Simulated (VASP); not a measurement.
# Sn (Fd-3m) in VASP: further runs, part 2 of 2

VASP 6.6.1.

### 3 Single point, PBE

File INCAR:

```
SYSTEM = Sn
PREC = Accurate
ENCUT = 400
EDIFF = 1E-7
ISMEAR = 0
SIGMA = 0.02
LREAL = .False.
LASPH = .True.
NELM = 80
ALGO = Normal
ISIF = 2
LWAVE = .False.
LCHARG = .False.
GGA = PE
```

File KPOINTS:

```
regular mesh
0
Gamma
  6 6 6
  0 0 0
```

File POSCAR:

```
Sn
1.0
    0.0000000000      3.2333428000      3.2333428000
    3.2333428000      0.0000000000      3.2333428000
    3.2333428000      3.2333428000      0.0000000000
Sn
2
Direct
    0.0000000000      0.0000000000      0.0000000000
    0.2500000000      0.2500000000      0.2500000000
```

Potentials or basis: VASP PAW PBE potentials, release 64 (Sn_d).

Command:

```
$ cat potpaw_PBE.64/Sn_d/POTCAR > POTCAR
$ mpirun -np 1 vasp_std > vasp.out
```

OUTCAR:

```text
SYSTEM = Sn
   PREC = Accurate
   ENCUT = 400
   EDIFF = 1E-7
   ISMEAR = 0
   LREAL = .False.
   LASPH = .True.
   NELM = 80
   ISIF = 2
   GGA = PE

 ion  position               nearest neighbor table
   1  0.000  0.000  0.000-   2 2.80   2 2.80   2 2.80   2 2.80
   2  0.250  0.250  0.250-   1 2.80   1 2.80   1 2.80   1 2.80

  LATTYP: Found a face centered cubic cell.
 ALAT       =     6.4666856000

  Lattice vectors:

 A1 = (   0.0000000000,   3.2333428000,   3.2333428000)
 A2 = (   3.2333428000,   0.0000000000,   3.2333428000)
 A3 = (   3.2333428000,   3.2333428000,   0.0000000000)

Analysis of symmetry for initial positions (statically):
[... 6 lines left out ...]

 Subroutine GETGRP returns: Found 48 space group operations
 (whereof 24 operations were pure point group operations)
 out of a pool of 48 trial point group operations.

The static configuration has the point symmetry T_d .
 The point group associated with its full space group is O_h .

Analysis of symmetry for dynamics (positions and initial velocities):
[... 6 lines left out ...]

 Subroutine GETGRP returns: Found 48 space group operations
 (whereof 24 operations were pure point group operations)
 out of a pool of 48 trial point group operations.

The dynamic configuration has the point symmetry T_d .
[... 137 lines left out ...]
  free energy    TOTEN  =        -7.59179440 eV

  energy without entropy =       -7.59158545  energy(sigma->0) =       -7.59168993

 E-fermi :   5.7749     XC(G=0):  -8.9172

 val. band max:        5.3960208533   @ k =   0.1667   0.0000   0.0000
 cond. band min:       5.7748996413   @ k =   0.5000   0.0000   0.0000
 fundamental gap:      0.3788787879
 Fermi energy:         5.7748996362

 k-point     1 :       0.0000    0.0000    0.0000
  band No.  band energies     occupation
      1     -15.9418      2.00000
      2     -15.9418      2.00000
      3     -15.9418      2.00000
      4     -15.8808      2.00000
      5     -15.8808      2.00000
      6     -15.5629      2.00000
[... 313 lines left out ...]
      5     -15.7192      2.00000
      6     -15.7192      2.00000
[... 10 lines left out ...]
     17      11.1561      0.00000
     18      11.1561      0.00000

------------------------ aborting loop because EDIFF is reached ----------------------------------------

  FORCE on cell =-STRESS in cart. coord.  units (eV):
  Direction    XX          YY          ZZ          XY          YZ          ZX
  --------------------------------------------------------------------------------------
  -------------------------------------------------------------------------------------
  Total        1.6135161      1.6135161      1.6135161      0.0000000      0.0000000      0.0000000
  in kB       38.2383044     38.2383044     38.2383044      0.0000000      0.0000000      0.0000000
  external PRESSURE =      38.2383044 kB  Pullay stress =       0.0000000 kB

 VOLUME and BASIS-vectors are now :
 -----------------------------------------------------------------------------
  energy-cutoff  :      400.00
  volume of cell :       67.61
      direct lattice vectors                 reciprocal lattice vectors
     0.000000000  3.233342800  3.233342800    -0.154638723  0.154638723  0.154638723
     3.233342800  0.000000000  3.233342800     0.154638723 -0.154638723  0.154638723
     3.233342800  3.233342800  0.000000000     0.154638723  0.154638723 -0.154638723

 POSITION                                       TOTAL-FORCE (eV/Angst)
 -----------------------------------------------------------------------------------
      0.00000      0.00000      0.00000         0.000000      0.000000      0.000000
      1.61667      1.61667      1.61667        -0.000000      0.000000     -0.000000
 -----------------------------------------------------------------------------------
    total drift:                                0.000000      0.000000      0.000000

  FREE ENERGIE OF THE ION-ELECTRON SYSTEM (eV)
  ---------------------------------------------------
  free  energy   TOTEN  =        -7.5917944050 eV

  energy  without entropy=       -7.5915854455  energy(sigma->0) =       -7.59168993
```

OSZICAR:

```text
N       E                     dE             d eps       ncg     rms          rms(c)
DAV:   1     0.195227953920E+03    0.19523E+03   -0.13383E+04   576   0.194E+03
DAV:   2     0.106784949320E+02   -0.18455E+03   -0.18204E+03   578   0.398E+02
DAV:   3    -0.710692901469E+01   -0.17785E+02   -0.17686E+02   652   0.139E+02
DAV:   4    -0.763681328902E+01   -0.52988E+00   -0.52944E+00   658   0.267E+01
DAV:   5    -0.765641034682E+01   -0.19597E-01   -0.19596E-01   776   0.461E+00    0.329E+00
DAV:   6    -0.761078896989E+01    0.45621E-01   -0.30303E-02   710   0.237E+00    0.193E+00
DAV:   7    -0.758945913208E+01    0.21330E-01   -0.52971E-02   624   0.257E+00    0.164E-01
DAV:   8    -0.759139274416E+01   -0.19336E-02   -0.55506E-03   624   0.934E-01    0.494E-02
DAV:   9    -0.759177586091E+01   -0.38312E-03   -0.55789E-04   654   0.169E-01    0.139E-02
DAV:  10    -0.759179013306E+01   -0.14272E-04   -0.35274E-05   668   0.546E-02    0.590E-03
DAV:  11    -0.759179455898E+01   -0.44259E-05   -0.84110E-06   598   0.226E-02    0.134E-03
DAV:  12    -0.759179445678E+01    0.10221E-06   -0.30070E-07   506   0.701E-03    0.310E-04
DAV:  13    -0.759179440499E+01    0.51785E-07   -0.54747E-08   438   0.209E-03
   1 F= -.75917944E+01 E0= -.75916899E+01  d E =-.208959E-03
```

It took 11 s on 1 thread of Intel Xeon Platinum 8488C (Sapphire Rapids), shared host; peak memory 0.16 GiB.

What came out:

```
Free energy            : -7.5918 eV
Pressure               : 3.8 GPa
Band gap on the k mesh : none (metal or under the smearing width)
```

### 4 Single point, PBE

INCAR: that of step 3 with these lines changed.

```diff
@@ -2,3 +2,3 @@
 PREC = Accurate
-ENCUT = 400
+ENCUT = 450
 EDIFF = 1E-7
```

KPOINTS is that of step 3.

POSCAR is that of step 3.

Command:

```
$ cat potpaw_PBE.64/Sn_d/POTCAR > POTCAR
$ mpirun -np 1 vasp_std > vasp.out
```

Wall time 12 s (1 thread of Intel Xeon Platinum 8488C (Sapphire Rapids), shared host); peak memory 0.17 GiB.

Results (log left out):

* Free energy: -7.5922 eV
* Pressure: 3.9 GPa
* Band gap on the k mesh: none (metal or under the smearing width)

Levels at points of the mesh, in eV from the Fermi level:
| k point | band 12 | band 13 | band 14 | band 15 | band 16 | band 17 |
| --- | --- | --- | --- | --- | --- | --- |
| (0.00, 0.00, 0.00) | -0.58 | 0.07 | 0.07 | 0.07 | 2.15 | 2.15 |
| (0.50, 0.00, 0.00) | -6.35 | -1.15 | -1.15 | 0.00 | 3.22 | 3.22 |
| (0.50, 0.50, 0.00) | -7.56 | -2.51 | -2.51 | 0.80 | 0.80 | 7.78 |

### 5 Single point, PBE

INCAR: that of step 4 with these lines changed.

```diff
@@ -2,3 +2,3 @@
 PREC = Accurate
-ENCUT = 450
+ENCUT = 520
 EDIFF = 1E-7
```

KPOINTS is that of step 4.

POSCAR is that of step 4.

Command:

```
$ cat potpaw_PBE.64/Sn_d/POTCAR > POTCAR
$ mpirun -np 1 vasp_std > vasp.out
```

Run time: 18 s. Hardware: 1 thread of Intel Xeon Platinum 8488C (Sapphire Rapids), shared host; peak memory 0.19 GiB.

It converged, with:

* Free energy: -7.5918 eV
* Pressure: 3.8 GPa
* Band gap on the k mesh: none (metal or under the smearing width)

Levels at points of the mesh, in eV from the Fermi level:
```tsv
k point	band 11	band 12	band 13	band 14	band 15	band 16	band 17	band 18
(0.00, 0.00, 0.00)	-10.69	-0.58	0.07	0.07	0.07	2.15	2.15	2.15
(0.50, 0.00, 0.00)	-9.04	-6.35	-1.15	-1.15	0.00	3.22	3.22	5.63
(0.50, 0.50, 0.00)	-7.56	-7.56	-2.51	-2.51	0.80	0.80	7.78	7.78
```

### 6 Overview

| cutoff (eV) | gap on the mesh (eV) | pressure (GPa) |
| --- | --- | --- |
| 350 | none | 3.5 |
| 400 | none | 3.8 |
| 450 | none | 3.9 |
| 520 | none | 3.8 |

Alike in all rows: task single point; level PBE; potentials or basis VASP PAW PBE potentials, release 64 (Sn_d); no spin polarisation; cell as given; k mesh 6 × 6 × 6; smearing gaussian 0.02 eV.

Every run on the cell as given and a fine mesh finds a metal.

Total energies depend on the potentials used, so only differences within one code and one set of settings carry meaning.
